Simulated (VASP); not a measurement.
Write the native input for VASP 6.6.1 that does the following.

* Task: single point
* Functional: PBEsol
* Potentials or basis: VASP PAW PBE potentials, release 64 (Ta_pv, As)
* Cutoff: 520 eV
* k mesh: 11 × 11 × 11
* Occupations: fermi-dirac, width 0.05 eV
* Spin: no spin polarisation
* Ladder: free
* Further INCAR settings: ALGO = Normal; EDIFF = 1e-07; NBANDS = 24

The structure of TaAs lies in POSCAR:

```
TaAs
1.0
   -1.7218133622      1.7218133622      5.8679415361
    1.7218133622     -1.7218133622      5.8679415361
    1.7218133622      1.7218133622     -5.8679415361
Ta As
2 2
Direct
    0.4936280000      0.4864280000     -0.0155190000
    0.2412130000      0.7492350000      0.4944120000
    0.0873090000      0.0729900000     -0.0013210000
    0.8254400000      0.3228480000      0.4874140000
```

The cell is a database's computed one.

The cell isn't the ideal one: atoms moved at random, drawn with an rms of 0.05 Å.

The input as run:

INCAR

```
  PREC = Accurate
  ENCUT = 520
  EDIFF = 1E-7
  ISMEAR = -1
  SIGMA = 0.05
  LREAL = False
  LASPH = True
  NELM = 60
  ALGO = Normal
  ISIF = 2
  LWAVE = False
  LCHARG = True
  GGA = PS
  LELF = True
  LVHAR = True
  NBANDS = 24
```

KPOINTS

```
Automatic mesh
0
Gamma
  11 11 11
```

Potentials or basis: VASP PAW PBE potentials, release 64 (Ta_pv, As).

Launch:

```console
$ cat potpaw_PBE.64/Ta_pv/POTCAR potpaw_PBE.64/As/POTCAR > POTCAR
$ mpirun -np 1 vasp_std > vasp.out
```

It gave:

| Quantity | Value |
| --- | --- |
| Pressure | -3.1 GPa |
| Largest force | 0.511 eV/Å |
| Band gap on the k mesh | none (metal or under the smearing width) |

Caveat: the PAW data sets were made with another functional, which shifts forces and pressure a little.

Run time: 19 min on 1 thread of Intel(R) Xeon(R) 6975P-C (Granite Rapids), on a shared host, peak memory 1.1 GiB.
